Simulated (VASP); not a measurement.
Crystal: Ba2Tl5V3O12.

```xyz
22
Lattice="8.1542 0.0000 0.0000 -4.0771 7.0618 0.0000 0.0000 0.0000 6.9213" Properties=species:S:1:pos:R:3 pbc="T T T"
Ba    0.0000    0.0000    1.6301
Ba    0.0000    0.0000    5.2912
V     4.0771    0.0000    0.0000
V    -2.0386    3.5309    0.0000
V     2.0386    3.5309    0.0000
Tl    4.0771    0.0000    3.4606
Tl   -2.0386    3.5309    3.4606
Tl    2.0386    3.5309    3.4606
Tl    0.0000    4.7079    1.5565
Tl    4.0771    2.3539    5.3648
O     1.3636    2.4246    5.6370
O     1.2955    7.0304    5.6370
O    -2.6592    4.6685    5.6370
O     1.4179    2.3932    1.2843
O     5.4407    4.6372    1.2843
O     5.3726    0.0314    1.2843
O     2.7135    4.6372    1.2843
O     2.7816    0.0314    1.2843
O     6.7363    2.3932    1.2843
O     2.6592    4.6685    5.6370
O    -1.3636    2.4246    5.6370
O    -1.2955    7.0304    5.6370
```

The cell was built by a generator and needn't be a form met in nature.

```yaml
Program: VASP 6.6.1
Task: relaxation of cell and atoms
Functional: PBEsol
Potentials_or_basis: VASP PAW PBE potentials, release 64 (Ba_sv, V_sv, Tl_d, O)
Cutoff: 600 eV
k_mesh: 4 × 4 × 4
Occupations: fermi-dirac, width 0.05 eV
Spin: collinear spin, ferromagnetic start
Starting_moments: "[0.0, 0.0, 2.0, 2.0, 2.0, 0.0, 0.0, 0.0, 0.0, 0.0, 0.0, 0.0, 0.0, 0.0, 0.0, 0.0, 0.0, 0.0, 0.0, 0.0, 0.0, 0.0] μB"
```

At the start: pressure -3.4 GPa; volume 18.12 Å³/atom.

**Question.** Where does the relaxation end?

**Answer.** Over 14 steps the energy falls by 8.8 meV/atom and the volume is 17.24 Å³/atom (-4.8 %); space group P-3m1 (No. 164, to 0.05 Å); moment 0.00 μB per cell.

Step by step:
```tsv
step	energy change (eV)	largest force (eV/Å)	pressure (GPa)	volume (Å³)
1	0.0000	0.2690	-3.38	398.55
2	-0.0086	0.9496	2.95	376.93
3	-0.1337	0.3362	-0.37	387.29
4	-0.1827	0.1145	-0.12	382.18
5	-0.1867	0.1186	-0.01	380.18
6	-0.1908	0.0818	-0.02	379.76
7	-0.1922	0.0456	-0.02	379.28
8	-0.1922	0.0429	-0.02	379.32
9	-0.1932	0.0230	0.08	379.10
10	-0.1932	0.0240	0.09	379.05
11	-0.1932	0.0298	-0.13	379.59
12	-0.1934	0.0167	-0.01	379.30
13	-0.1934	0.0164	-0.01	379.30
14	-0.1935	0.0088	-0.01	379.27
```

Final structure:
```
Ba V Tl O
1.0
     8.01748    0.00001    0.00003
    -4.00873    6.94335   -0.00003
     0.00002   -0.00001    6.81300
Ba V Tl O
2 3 5 12
Direct
  0.00000 0.00000 0.23875
  0.00000 0.00000 0.76125
  0.50000 0.00000 0.00000
  0.00000 0.50000 0.00000
  0.50000 0.50000 0.00000
  0.50000 0.00000 0.50000
  0.00000 0.50000 0.50000
  0.50000 0.50000 0.50000
  0.33333 0.66667 0.22666
  0.66667 0.33333 0.77334
  0.33829 0.34217 0.81199
  0.65783 0.99612 0.81199
  0.00388 0.66171 0.81199
  0.34217 0.33829 0.18801
  0.99612 0.65783 0.18801
  0.66171 0.00388 0.18801
  0.66171 0.65783 0.18801
  0.34217 0.00388 0.18801
  0.99612 0.33829 0.18801
  0.65783 0.66171 0.81199
  0.00388 0.34217 0.81199
  0.33829 0.99612 0.81199
```

Caveat: the PAW data sets were made with another functional, which shifts forces and pressure a little.
